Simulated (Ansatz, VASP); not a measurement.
# Pd (Palladium): VASP beside Ansatz

One calculation is typed for both programs; each brings its own data sets. How far apart do they land? The cell is taken from a series of runs on this material, whose earlier steps may have relaxed, scaled, displaced or heated it; both programs get it as it stands.

Program: Ansatz 0.2.0. Level of theory: plane waves, with VASP 6.6.1 beside it; elastic constants at LDA. Results are calculated unless marked as measured.

### 1. Set-up

The structure is cubic, space group Fm-3m (No. 225). Conventional cell: a = 3.843 Å, b = 3.843 Å, c = 3.843 Å, α = 90.00°, β = 90.00°, γ = 90.00°. Pd has 12 Pd at 2.72 Å nearest.

As a file:

```xyz
1
Lattice="0.0000 1.9215 1.9215 1.9215 0.0000 1.9215 1.9215 1.9215 0.0000" Properties=species:S:1:pos:R:3 pbc="T T T"
Pd    0.0000    0.0000    0.0000
```

### 2. VASP: elastic constants, LDA

Elastic constants are differences of stresses under small strains, so they test the stress and the mesh.

Lines of VASP's logs that name or quote its potential files are left out, and so is its time.

Input file INCAR:

```
SYSTEM = Pd
PREC = Accurate
ENCUT = 500
EDIFF = 1E-08
NELM = 120
ISMEAR = 0
SIGMA = 0.1
LREAL = .FALSE.
ALGO = Normal
GGA = CA
NBANDS = 11
LASPH = .TRUE.
LORBIT = 11
LWAVE = .FALSE.
LCHARG = .FALSE.
ISIF = 3
IBRION = 6
NFREE = 2
POTIM = 0.015
NSW = 1
GGA_COMPAT = .FALSE.
```

Input file POSCAR:

```
Pd
1.0
    0.0000000000      1.9214868810      1.9214868810
    1.9214868810      0.0000000000      1.9214868810
    1.9214868810      1.9214868810      0.0000000000
Pd
1
Direct
    0.0000000000      0.0000000000      0.0000000000
```

Input file KPOINTS:

```
Automatic mesh
0
Gamma
10 10 10
0 0 0
```

PAW data sets: Pd (LDA family, release 64).

The run is started by

```sh
> mpirun -np 1 vasp_std
```

Numbers of over 12 decimals in the logs are rounded to 6 here.

Log:

```text
[banner, memory and clock lines left out]
running    1 mpi-ranks, on    1 nodes
 distrk:  each k-point on    1 cores,    1 groups
 distr:  one band on    1 cores,    1 groups

 POSCAR found type information on POSCAR Pd
 POSCAR found :  1 types and       1 ions
 LDA part: xc-table for (Slater(with rela. corr.)+CA(PZ))
 , standard interpolation
 POSCAR, INCAR and KPOINTS ok, starting setup
 FFT: planning ... GRIDC
 FFT: planning ... GRID_SOFT
 FFT: planning ... GRID
 WAVECAR not read
 entering main loop
       N       E                     dE             d eps       ncg     rms          rms(c)
DAV:   1     0.407270110127E+02    0.40727E+02   -0.49949E+03  1034   0.832E+02
DAV:   2    -0.635205649291E+01   -0.47079E+02   -0.46017E+02  1157   0.182E+02
DAV:   3    -0.684824215018E+01   -0.49619E+00   -0.49408E+00  1249   0.204E+01
DAV:   4    -0.685035183893E+01   -0.21097E-02   -0.21093E-02  1235   0.134E+00
DAV:   5    -0.685037482393E+01   -0.22985E-04   -0.22984E-04  1386   0.129E-01    0.907E+00
DAV:   6    -0.653234636888E+01    0.31803E+00   -0.12694E+00  1280   0.914E+00    0.429E+00
DAV:   7    -0.651815735727E+01    0.14189E-01   -0.39041E-02  1427   0.121E+00    0.214E+00
DAV:   8    -0.651272319660E+01    0.54342E-02   -0.22598E-03  1308   0.493E-01    0.932E-02
DAV:   9    -0.651268491286E+01    0.38284E-04   -0.21034E-04  1379   0.122E-01    0.128E-02
DAV:  10    -0.651268924405E+01   -0.43312E-05   -0.28835E-06  1325   0.112E-02    0.101E-02
DAV:  11    -0.651268913641E+01    0.10764E-06   -0.56123E-08  1341   0.174E-03    0.818E-04
DAV:  12    -0.651268914093E+01   -0.45150E-08   -0.22255E-09   886   0.289E-04
   1 F= -.65126891E+01 E0= -.65087376E+01  d E =-.790304E-02
[... from here on, the cycles between the ionic steps are left out ...]
   2 F= -.65094209E+01 E0= -.65052597E+01  d E =-.832226E-02
   3 F= -.65105075E+01 E0= -.65066656E+01  d E =-.768377E-02
   6 F= -.65094209E+01 E0= -.65052598E+01  d E =-.832226E-02
   7 F= -.65105075E+01 E0= -.65066656E+01  d E =-.768378E-02
   8 F= -.65118046E+01 E0= -.65078686E+01  d E =-.787187E-02
   9 F= -.65118046E+01 E0= -.65078687E+01  d E =-.787188E-02
  10 F= -.65118046E+01 E0= -.65078686E+01  d E =-.787187E-02
  11 F= -.65118046E+01 E0= -.65078687E+01  d E =-.787188E-02
  12 F= -.65118046E+01 E0= -.65078686E+01  d E =-.787187E-02
  13 F= -.65118046E+01 E0= -.65078687E+01  d E =-.787187E-02
  14 F= -.65126886E+01 E0= -.65087371E+01  d E =-.790304E-02
 Finite differences progress:
  Degree of freedom:   7/  7
  Displacement:        1/  2
  Total:              13/ 14
 bond charge predicted
       N       E                     dE             d eps       ncg     rms          rms(c)
DAV:   1    -0.650947498671E+01    0.32136E-02   -0.47266E+00  1217   0.138E+01    0.108E-01
DAV:   2    -0.651302199891E+01   -0.35470E-02   -0.37900E-02  1196   0.188E+00    0.677E-02
DAV:   3    -0.651268991581E+01    0.33208E-03   -0.10882E-03  1259   0.237E-01    0.859E-03
DAV:   4    -0.651268903566E+01    0.88015E-06   -0.11204E-05  1230   0.313E-02    0.403E-03
DAV:   5    -0.651268862324E+01    0.41242E-06   -0.12259E-06  1387   0.858E-03    0.127E-03
DAV:   6    -0.651268859609E+01    0.27151E-07   -0.35301E-08  1232   0.152E-03    0.125E-04
DAV:   7    -0.651268860233E+01   -0.62436E-08   -0.17663E-09   856   0.375E-04
  15 F= -.65126886E+01 E0= -.65087371E+01  d E =-.790304E-02
 Finite differences progress:
  Degree of freedom:   7/  7
  Displacement:        2/  2
  Total:              14/ 14
```

Parts of OUTCAR (step 2):

```text
ion  position               nearest neighbor table
   1  0.000  0.000  0.000-

  LATTYP: Found a face centered cubic cell.
 ALAT       =     3.8429737620

 Subroutine GETGRP returns: Found 48 space group operations
 (whereof 48 operations were pure point group operations)

The static configuration has the point symmetry O_h .

 Found     47 irreducible k-points:

   k-points           NKPTS =     47   k-points in BZ     NKDIM =     47   number of bands    NBANDS=     11

   dimension x,y,z NGX =    20 NGY =   20 NGZ =   20
   dimension x,y,z NGXF=    40 NGYF=   40 NGZF=   40

   ENCUT  =  500.0 eV  36.75 Ry    6.06 a.u.   4.95  4.95  4.95*2*pi/ulx,y,z

   NELECT =      10.0000    total number of electrons

 k-points in reciprocal lattice and weights: Automatic mesh
   0.00000000  0.00000000  0.00000000       0.001
   0.10000000  0.00000000  0.00000000       0.008
   0.20000000  0.00000000  0.00000000       0.008
   0.30000000  0.00000000  0.00000000       0.008
   0.40000000  0.00000000  0.00000000       0.008
   0.50000000  0.00000000  0.00000000       0.004
   0.10000000  0.10000000  0.00000000       0.006
   0.20000000  0.10000000  0.00000000       0.024
   0.30000000  0.10000000  0.00000000       0.024
[...]
-0.30000000  0.40000000  0.20000000       0.024
  -0.30000000  0.50000000  0.20000000       0.012

 average (electrostatic) potential at core
       1 -70.2641

 E-fermi :  10.2994

 k-point     1 :       0.0000    0.0000    0.0000
  band No.  band energies     occupation
    ...
      2       7.2274      2.00000
      3       7.2274      2.00000
      4       7.2274      2.00000
      5       8.9798      2.00000
      6       8.9798      2.00000
      7      27.4101      0.00000
      8      32.3522      0.00000
      9      32.3522      0.00000
     10      32.3522      0.00000
     11      35.9331      0.00000

 k-point     2 :       0.1000    0.0000    0.0000
  band No.  band energies     occupation
    ...
      2       7.0989      2.00000
      3       7.3537      2.00000
      4       7.3537      2.00000
      5       8.9228      2.00000
      6       8.9228      2.00000
      7      27.8037      0.00000
      8      30.4021      0.00000
      9      32.8054      0.00000
     10      32.8054      0.00000
     11      35.9668      0.00000

 k-point     3 :       0.2000    0.0000    0.0000
  band No.  band energies     occupation
    ...
      2       6.9701      2.00000
      3       7.5483      2.00000
      4       7.5483      2.00000
      5       8.9540      2.00000
      6       8.9540      2.00000
      7      26.8016      0.00000
      8      28.7222      0.00000
      9      33.9089      0.00000
     10      33.9089      0.00000
     11      35.9241      0.00000

  Total       -0.0413093     -0.0413093     -0.0413093     -0.0000000      0.0000000     -0.0000000
  in kB       -4.6646234     -4.6646234     -4.6646234     -0.0000000      0.0000000     -0.0000000
  external PRESSURE =      -4.6646234 kB  Pullay stress =       0.0000000 kB

  energy-cutoff  :      500.00
  volume of cell :       14.19
      direct lattice vectors                 reciprocal lattice vectors
     0.000000000  1.921486881  1.921486881    -0.260215152  0.260215152  0.260215152
     1.921486881  0.000000000  1.921486881     0.260215152 -0.260215152  0.260215152
     1.921486881  1.921486881  0.000000000     0.260215152  0.260215152 -0.260215152

 POSITION                                       TOTAL-FORCE (eV/Angst)
 -----------------------------------------------------------------------------------
     -0.01500      0.00000      0.00000         0.000000      0.000000     -0.000000
 -----------------------------------------------------------------------------------
    total drift:                                0.000001      0.000000      0.000000

  FREE ENERGIE OF THE ION-ELECTRON SYSTEM (eV)
  ---------------------------------------------------
  free  energy   TOTEN  =        -6.5126886023 eV

  energy  without entropy=       -6.5047855633  energy(sigma->0) =       -6.50873708

  SYMMETRIZED ELASTIC MODULI (kBar)
 Direction    XX          YY          ZZ          XY          YZ          ZX
 --------------------------------------------------------------------------------
 XX        2735.6725   2005.0563   2005.0563      0.0000      0.0000      0.0000
 YY        2005.0563   2735.6725   2005.0563      0.0000      0.0000     -0.0000
 ZZ        2005.0563   2005.0563   2735.6725      0.0000     -0.0000      0.0000
 XY           0.0000      0.0000      0.0000    893.5808      0.0000      0.0000
 YZ           0.0000      0.0000     -0.0000      0.0000    893.5808      0.0000
 ZX           0.0000     -0.0000      0.0000      0.0000      0.0000    893.5808
 --------------------------------------------------------------------------------

 Eigenvectors and eigenvalues of the dynamical matrix
 ----------------------------------------------------

   1 f  =    0.000000 THz     0.000000 2PiTHz    0.000000 cm-1     0.000000 meV
             X         Y         Z           dx          dy          dz
      0.000000  0.000000  0.000000     0.707107   -0.707107    0.000000

   2 f  =    0.000000 THz     0.000000 2PiTHz    0.000000 cm-1     0.000000 meV
             X         Y         Z           dx          dy          dz
      0.000000  0.000000  0.000000    -0.707107   -0.707107    0.000000

   3 f  =    0.000000 THz     0.000000 2PiTHz    0.000000 cm-1     0.000000 meV
             X         Y         Z           dx          dy          dz
      0.000000  0.000000  0.000000     0.000000    0.000000    1.000000

 ELASTIC MODULI CONTR FROM IONIC RELAXATION (kBar)
 Direction    XX          YY          ZZ          XY          YZ          ZX
 --------------------------------------------------------------------------------
 XX           0.0000      0.0000      0.0000      0.0000      0.0000      0.0000
 YY           0.0000      0.0000      0.0000      0.0000      0.0000      0.0000
 ZZ           0.0000      0.0000      0.0000      0.0000      0.0000      0.0000
 XY           0.0000      0.0000      0.0000      0.0000      0.0000      0.0000
 YZ           0.0000      0.0000      0.0000      0.0000      0.0000      0.0000
 ZX           0.0000      0.0000      0.0000      0.0000      0.0000      0.0000
 --------------------------------------------------------------------------------

 TOTAL ELASTIC MODULI (kBar)
 Direction    XX          YY          ZZ          XY          YZ          ZX
 --------------------------------------------------------------------------------
 XX        2735.6725   2005.0563   2005.0563      0.0000      0.0000      0.0000
 YY        2005.0563   2735.6725   2005.0563      0.0000      0.0000     -0.0000
 ZZ        2005.0563   2005.0563   2735.6725      0.0000     -0.0000      0.0000
 XY           0.0000      0.0000      0.0000    893.5808      0.0000      0.0000
 YZ           0.0000      0.0000     -0.0000      0.0000    893.5808      0.0000
 ZX           0.0000     -0.0000      0.0000      0.0000      0.0000    893.5808
 --------------------------------------------------------------------------------

 total charge
# of ion       s       p       d       tot
------------------------------------------
    1        0.509   0.524   8.492   9.525

[... 3 further parts left out ...]
```

CONTCAR:

```
Pd
   1.00000000000000
     0.0000000000000000    1.9214868810000001    1.9214868810000001
     1.9214868810000001    0.0000000000000000    1.9214868810000001
     1.9214868810000001    1.9214868810000001    0.0000000000000000
  Pd
     1
Direct
     0.0039032272737125   -0.0039032272737125   -0.0039032272737125
```

Levels, forces or a CONTCAR printed for this step are those of its last displaced cell, not of the structure at rest.

[end of part 1 of 2]

[Lines on the potential files, build, host, timing and source positions are cut from VASP's logs without a mark.]

[Logs are printed without paths, hosts, clocks, repeated set-up lines and the standing remarks that a program may print on its own settings, such as how far it seeks lower states.]

[Hosts, paths, dates, database ids (printed as entryN), source tags and the programs' standing remarks are cut or masked in the printed files.]
